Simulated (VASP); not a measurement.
Consider the following.

```
RuP
1.0
    3.72141     0.00000     0.00000
   -1.86070     3.22283     0.00000
    0.00000     0.00000     5.73106
Ru P
2 2
Direct
  0.33333   0.66667   0.99230
  0.66667   0.33333   0.49230
  0.33333   0.66667   0.38270
  0.66667   0.33333   0.88270
```

All values below come from PBEsol GGA, VASP's PBE PAW potentials (set 64) (plane waves; VASP). Numerical set-up: 400 eV cut-off, 11×11×6 Γ-centred mesh, tetrahedra with Blöchl corrections, potentials Ru_pv P.

Question: The job: RuP (relaxed from the wurtzite structure, space group P6_3mc), 4 atoms, PBEsol, static run, 400 eV, 11×11×6 Γ-centred mesh. Roughly how much core time does it take on a busy server core?

Answer: About 30 core-seconds (one run on a shared machine, a rough figure). It had 64 irreducible k-points, 23 bands, up to 1272 plane waves and 15 electronic steps.

The structure was generated: RuP was put into the wurtzite type (P6_3mc), which need not be its known phase. It was relaxed first, which changed the volume by -31 %.
